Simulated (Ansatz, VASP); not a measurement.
## One calculation of Cs3CdBr5, two programs

```
Cs Cd Br
1.0
    -4.78746    4.78746    7.92793
     4.78746   -4.78746    7.92793
     4.78746    4.78746   -7.92793
Cs Cd Br
6 2 10
Direct
  0.15595 0.65595 0.81190
  0.84405 0.34405 0.18810
  0.65595 0.84405 0.50000
  0.34405 0.15595 0.50000
  0.75000 0.75000 0.00000
  0.25000 0.25000 0.00000
  0.25000 0.75000 0.50000
  0.75000 0.25000 0.50000
  0.80446 0.30446 0.80693
  0.49754 0.99754 0.19307
  0.30446 0.49754 0.50000
  0.99754 0.80446 0.50000
  0.19554 0.69554 0.19307
  0.50246 0.00246 0.80693
  0.69554 0.50246 0.50000
  0.00246 0.19554 0.50000
  0.00000 0.00000 0.00000
  0.50000 0.50000 0.00000
```

Alike in both runs: functional PBE; dispersion D3(BJ); k mesh 4 × 4 × 4; occupations gaussian, width 0.02 eV; no spin polarisation.

Ansatz relaxed the structure, and its values are those at the end. VASP's run is a single point on that final structure, the one shown.

|  | VASP | Ansatz |
| --- | --- | --- |
| version | VASP 6.6.1 | Ansatz 0.2.0 |
| potentials or method | VASP PAW PBE potentials, release 64 (Cs_sv, Cd, Br) | scalar-relativistic, plane waves, PAW |
| plane-wave cutoff (eV) | 520 | 420 |
| valence electrons in the cell | 148 | 164 |

|  | VASP | Ansatz | Ansatz less VASP |
| --- | --- | --- | --- |
| gap on the k mesh at the Fermi level (eV) | 3.10 | 3.10 | +0.003 |
| least direct gap on the mesh (eV) | 3.12 | 3.12 | +0.002 |
| pressure (GPa) | 0.1 | 0.0 | -0.08 |
| rms of the force components (eV/Å) | 0.013 | 0.002 | -0.0111 |

The two sets of potentials don't hold the same shells in valence.

Caveats: spin-orbit coupling is left out, which moves the levels of the heavy elements. PBE gaps usually lie below the measured ones, often by a third to a half. A k mesh can miss the band edges.
